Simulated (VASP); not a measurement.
Given:

```
WSi2
1.0
   -1.59614     1.59614     3.89987
    1.59614    -1.59614     3.89987
    1.59614     1.59614    -3.89987
Si W
2 1
Cartesian
  0.00000   0.00000   5.19477
  1.59614   1.59614  -1.29489
  0.00000   0.00000   0.00000
```

Calculation: PBE GGA with D3 dispersion (Becke-Johnson damping), VASP's PBE PAW potentials (set 64) (plane waves; VASP 6.6.1). Settings: 520 eV cut-off, 15×15×15 Γ-centred mesh, tetrahedra with Blöchl corrections, potentials Si W_sv.

The cores are frozen, which limits the accuracy of field gradients.

Problem. Give the principal components of the electric field gradient (V/Å²) and the asymmetry η at each nucleus.

Solution. 
```
atom   Vxx   Vyy     Vzz     η
----  ----  ----  ------  ----
Si1    4.9   4.9    -9.8  0.00
Si2    4.9   4.9    -9.8  0.00
W3    69.2  69.2  -138.4  0.00
```

The compound is WSi2 in the MoSi2 type structure. It was relaxed first.
